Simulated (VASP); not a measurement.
These are PBE GGA, VASP's PBE PAW potentials (set 64) (plane waves; VASP) values and carry that method's errors.

VASP ran on this input.

INCAR:
```
! general
SYSTEM  = CdSe
PREC    = Accurate
ENCUT   = 500   ! plane-wave cut-off (eV)
LREAL   = .False.
LASPH   = .True.

! electronic loop
EDIFF   = 1E-6   ! SCF stop (eV)
NELM    = 100   ! most electronic steps
ALGO    = Normal
LMAXMIX = 4   ! l cut-off of mixed one-centre charges

! smearing
ISMEAR  = 0   ! Gaussian
SIGMA   = 0.05   ! width (eV)

! functional
GGA     = PE

! ions
IBRION  = 2
NSW     = 40   ! most ionic steps
ISIF    = 3   ! ions, shape and volume
EDIFFG  = -0.02   ! ionic stop

! output
LWAVE   = .False.
LCHARG  = .False.
```

POSCAR:
```
CdSe
1.0
  2.1922128721  -3.7970238253   0.0000000000
  2.1922128721   3.7970238253   0.0000000000
  0.0000000000   0.0000000000   7.1374483473
Cd Se
2 2
Cart
  2.1922128721  -1.2656771398   3.5694555530
  2.1922128721   1.2656771398   0.0007313793
  2.1922128721  -1.2656771398   6.2516733729
  2.1922128721   1.2656771398   2.6829491993
```

### KPOINTS
```
Automatic mesh
0
Gamma
6 6 3
0 0 0
```

POTCAR, in this order: Cd Se (PBE.64 set). Program: vasp_std.

Task: Predict the energy per atom (σ→0), volume per atom, band gap (on the k-mesh).

Result: 
```
Quantity                           Value
------------------------  --------------
energy per atom (σ→0)     -2.747 eV/atom
band gap (on the k-mesh)         0.53 eV
volume per atom           29.97 Å^3/atom
```

OSZICAR:
```
...
DAV:   1    -0.110146763208E+02   -0.26700E-01   -0.60454E-01   652   0.819E+00    0.121E+00
DAV:   2    -0.109919152762E+02    0.22761E-01   -0.62982E-02   634   0.312E+00    0.402E-01
DAV:   3    -0.109894123472E+02    0.25029E-02   -0.67980E-03   688   0.696E-01    0.358E-01
DAV:   4    -0.109889665778E+02    0.44577E-03   -0.60859E-04   664   0.162E-01    0.600E-02
DAV:   5    -0.109889198676E+02    0.46710E-04   -0.19103E-04   754   0.156E-01    0.197E-02
DAV:   6    -0.109889204578E+02   -0.59028E-06   -0.21145E-05   646   0.431E-02    0.686E-03
DAV:   7    -0.109889209141E+02   -0.45622E-06   -0.78473E-07   452   0.563E-03
   2 F= -.10988921E+02 E0= -.10988921E+02  d E =-.944585E-03
```

The compound is CdSe in the wurtzite structure. This run relaxes it. Symmetry was kept, so distortions that lower it aren't found.
